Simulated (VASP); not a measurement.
All values below come from PBE GGA with D3 dispersion (Becke-Johnson damping), VASP's PBE PAW potentials (set 64) (plane waves; VASP).

VASP ran on this input.

**INCAR**
```
# general
SYSTEM   =  InP
PREC     =  Accurate
ENCUT    =  400
LREAL    =  .FALSE.
LASPH    =  .TRUE.
ICHARG   =  11

# electronic loop
EDIFF    =  1E-7
NELM     =  100
ALGO     =  Normal
LMAXMIX  =  4

# smearing
ISMEAR   =  0
SIGMA    =  0.05

# functional
GGA      =  PE
IVDW     =  12

# output
LWAVE    =  .FALSE.
LCHARG   =  .FALSE.
LORBIT   =  11
```

POSCAR:
```
InP
1
    0.0000000000     2.9455306514     2.9455306514
    2.9455306514     0.0000000000     2.9455306514
    2.9455306514     2.9455306514     0.0000000000
P In
1 1
Direct
  0.2500000000   0.2500000000   0.2500000000
  0.0000000000   0.0000000000   0.0000000000
```

**KPOINTS**
```
k-points along high-symmetry lines
15
Line-mode
Reciprocal
  0.000000   0.000000   0.000000 ! GAMMA
 -0.500000  -0.500000   0.000000 ! X

 -0.500000  -0.500000   0.000000 ! X
 -0.375000  -0.375000   0.250000 ! U

 -0.375000   0.000000   0.375000 ! K
  0.000000   0.000000   0.000000 ! GAMMA

  0.000000   0.000000   0.000000 ! GAMMA
  0.000000   0.000000   0.500000 ! L

  0.000000   0.000000   0.500000 ! L
 -0.500000  -0.250000   0.250000 ! W

 -0.500000  -0.250000   0.250000 ! W
 -0.500000  -0.500000   0.000000 ! X
```

POTCAR, in this order: P In_d (PBE.64 set). Program: vasp_std. Read from the step before: CHGCAR.

Output

### OSZICAR
```
       N       E                     dE             d eps       ncg     rms          rms(c)
DAV:   1     0.104244965128E+03    0.10424E+03   -0.75698E+03  2355   0.130E+03
DAV:   2    -0.153577134345E-01   -0.10426E+03   -0.10131E+03  2495   0.301E+02
DAV:   3    -0.698703906105E+01   -0.69717E+01   -0.68312E+01  3025   0.836E+01
DAV:   4    -0.717229561999E+01   -0.18526E+00   -0.18511E+00  2880   0.152E+01
DAV:   5    -0.718088115655E+01   -0.85855E-02   -0.85852E-02  3411   0.272E+00
DAV:   6    -0.718111714681E+01   -0.23599E-03   -0.23599E-03  3052   0.400E-01
DAV:   7    -0.718112295902E+01   -0.58122E-05   -0.58121E-05  3447   0.646E-02
DAV:   8    -0.718112304751E+01   -0.88490E-07   -0.88657E-07  2896   0.789E-03
   1 F= -.77978632E+01 E0= -.77978632E+01  d E =-.131018E-17
```

File OUTCAR:
```
 val. band max:        5.0221661842   @ k =   0.0000   0.0000   0.0000

 cond. band min:       5.6506371948   @ k =   0.0000   0.0000   0.0000



 k-point     1 :       0.0000    0.0000    0.0000
  band No.  band energies     occupation
      1      -9.1330      2.00000
      2      -9.1329      2.00000
      3      -9.1329      2.00000
      4      -8.9885      2.00000
      5      -8.9885      2.00000
      6      -6.3910      2.00000
      7       5.0222      2.00000
      8       5.0222      2.00000
      9       5.0222      2.00000
     10       5.6506      0.00000
     11       9.1147      0.00000
     12       9.1147      0.00000
     13       9.1147      0.00000

 k-point     2 :      -0.0357   -0.0357    0.0000
  band No.  band energies     occupation
      1      -9.1357      2.00000
      2      -9.1318      2.00000
      3      -9.1318      2.00000
      4      -8.9889      2.00000
      5      -8.9880      2.00000
      6      -6.3718      2.00000
      7       4.7205      2.00000
      8       4.9733      2.00000
      9       4.9733      2.00000
     10       5.9502      0.00000
     11       9.0487      0.00000
     12       9.1810      0.00000
     13       9.1810      0.00000

 k-point     3 :      -0.0714   -0.0714    0.0000
  band No.  band energies     occupation
      1      -9.1437      2.00000
      2      -9.1282      2.00000
      3      -9.1282      2.00000
      4      -8.9902      2.00000
      5      -8.9868      2.00000
      6      -6.3145      2.00000
      7       4.2330      2.00000
      8       4.8367      2.00000
      9       4.8367      2.00000
     10       6.4282      0.00000
     11       8.8700      0.00000
     12       9.3699      0.00000
     13       9.3699      0.00000

 k-point     4 :      -0.1071   -0.1071    0.0000
  band No.  band energies     occupation
      1      -9.1562      2.00000
      2      -9.1225      2.00000
      3      -9.1225      2.00000
      4      -8.9926      2.00000
...
```

The density is held fixed in this step, so its total energy and stress have no physical meaning. Unless said otherwise, spin-orbit coupling is left out, though it shifts the bands of the heavy elements here.

The structure comes from a measured InP entry (F-43m) of the Crystallography Open Database, whose conditions weren't checked. It was relaxed first.
